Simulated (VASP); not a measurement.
Here is a VASP 6.6.1 calculation.

File INCAR:

```
ALGO = Normal
EDIFF = 1E-7
EDIFFG = -0.005
ENCUT = 600
IBRION = 2
ISIF = 3
ISMEAR = 0
KPAR = 4
LASPH = True
LATTICE_CONSTRAINTS = .TRUE. .TRUE. .FALSE.
LCHARG = False
LREAL = False
LWAVE = False
NELM = 80
NSW = 90
PREC = Accurate
SIGMA = 0.03
```

KPOINTS

```
k-points
0
Gamma
  12 12 1
```

Contents of POSCAR:

```
WSe2                                    
1.0
    3.2539591332      0.0000000000      0.0000000000
   -1.6269795666      2.8180112738      0.0000000000
    0.0000000000      0.0000000000     34.3162600000
  Se              W             
     6     3
Direct
     0.3333333300000021    0.6666666699999979    0.2643036876981533
     0.3333333300000021    0.6666666699999979    0.3615806615955975
     0.6666666699999979    0.3333333300000021    0.4513029097538013
     0.6666666699999979    0.3333333300000021    0.5486970902461987
     0.3333333300000021    0.6666666699999979    0.6384193384044022
     0.3333333300000021    0.6666666699999979    0.7356963123018471
     0.6666666699999979    0.3333333300000021    0.3128830531629378
     0.3333333300000021    0.6666666699999979    0.5000000000000000
     0.6666666699999979    0.3333333300000021    0.6871169468370620
```

Potentials or basis: VASP PAW LDA potentials, release 64 (Se, W_sv).

Launch:

```bash
$ cat potpaw_LDA.64/Se/POTCAR potpaw_LDA.64/W_sv/POTCAR > POTCAR
$ mpirun -np 4 vasp_std > vasp.out
```

(1) What does it give for the band gap on the k mesh?

(2) Estimate the relaxed cell.

(3) What does it give for the relaxed volume?

(4) Predict the space group after relaxing (to 0.05 Å).

Answers

(1) 1.09 eV, indirect (least direct gap 1.65 eV).

(2) a = 3.254 Å, b = 3.254 Å, c = 34.316 Å, α = 90.00°, β = 90.00°, γ = 120.00°.

(3) 34.96 Å³/atom.

(4) P-6m2 (No. 187).

Caveat: spin-orbit coupling is left out, which moves the levels of the heavy elements.
